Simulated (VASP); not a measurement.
**Equation of state of Re3P under PBE**

```
Re P
1.0
     3.85283    0.00000    0.00000
     0.00000    3.85283    0.00000
     0.00000    0.00000    3.85283
Re P
3 1
Direct
  0.50000 0.50000 0.00000
  0.50000 0.00000 0.50000
  0.00000 0.50000 0.50000
  0.00000 0.00000 0.00000
```

The cell comes from a database or a generator and needn't be the stable form of this composition.

The cell was scaled at fixed shape and fractions and run with VASP, PBE PAW files P, Re, 520 eV; PBE, k mesh 7 × 7 × 7 on the cell of 4 atoms, fermi-dirac occupations of 0.05 eV, no spin polarisation, no spin-orbit coupling. Energies are those that the program minimises, any entropy of the smearing included. For a metal such a mesh isn't converged to the digits shown.

```tsv
V (Å³/atom)	energy over the lowest row (meV/atom)
13.4403	57.71
13.7262	25.56
14.0122	6.80
14.2981	0.00
14.5841	?
14.8701	17.27
15.1560	39.11
```

Problem. Fit the third-order Birch-Murnaghan form, give V0, B0 and B′, and predict the energy left open.

Solution. With y = (V0/V)^(2/3), E = E0 + (9 V0 B0/16) [(y - 1)³ B′ + (y - 1)² (6 - 4y)]. Least squares through the rows shown give V0 = 14.3321 Å³/atom, E0 = -0.07 meV, B0 = 295.0 GPa (1 eV/Å³ = 160.218 GPa) and B′ = 4.74, with a largest miss of 0.02 meV. At V = 14.5841 the form with these constants gives 3.88 meV; the run gave 3.87 meV an atom.
